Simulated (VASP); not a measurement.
VASP runs on PbI2 (space group P-3m1) share one base input (PBE GGA, plane waves, VASP's PBE PAW potentials (set 64)) and change the settings named in each case.

INCAR:
```
# general
SYSTEM  = PbI2
PREC    = Accurate
ENCUT   = 300
LREAL   = .False.   # projection in real space or not
LASPH   = .True.   # aspherical one-centre terms

# electronic loop
EDIFF   = 1E-6   # SCF stop (eV)
NELM    = 100
ALGO    = Normal
LMAXMIX = 4

# smearing
ISMEAR  = -1
SIGMA   = 0.02

# functional
GGA     = PE   # PBE

# ions
ISIF    = 2

# output
LWAVE   = .False.
LCHARG  = .False.
```

POSCAR:
```
PbI2
1
    2.2800000000    -3.9490760000     0.0000000000
    2.2800000000     3.9490760000     0.0000000000
    0.0000000000     0.0000000000     6.9800000000
Pb I
1 2
Direct
  0.0000000000   0.0000000000   0.0000000000
  0.3333330000   0.6666670000   0.2680000000
  0.6666670000   0.3333330000   0.7320000000
```

### KPOINTS
```
Automatic
0
gamma
  4 4 3
```

POTCAR, in this order: Pb_d I (PBE.64 set). Program: vasp_std.

```
change                                                                                                                          E(σ→0) (eV/atom)  pressure (GPa)
------------------------------------------------------------------------------------------------------------------------------  ----------------  --------------
base run                                                                                                                                 -2.8511            1.32
GGA = PS                                                                                                                                 -3.1107             [?]
GGA_COMPAT = .FALSE., LNONCOLLINEAR = .TRUE., LSORBIT = .TRUE., MAGMOM = 0.0 0.0 0.0 0.0 0.0 0.0 0.0 0.0 0.0, program vasp_ncl           -3.0704            1.32
KPOINTS 1×1×1 Γ-centred mesh                                                                                                             -0.6376           15.71
```

**Question.** Complete the blanks.

**Answer.** 
- GGA = PS, pressure (GPa): -0.42

Energies of different potentials or functionals have different zeros.  Unless said otherwise, spin-orbit coupling is left out, though it shifts the bands of the heavy elements here. At 300 eV the pressure can carry a Pulay error.

Left out are runs that ran out of time, are held back, or changed the cell or the kind of run, fixed moments of cells without a moment, rows past the twelfth, gaps on odd meshes, pressures of charged cells and columns that move by less than the noise.

The structure is a typed PbI2 crystal (P-3m1). The cell was not relaxed at this level.
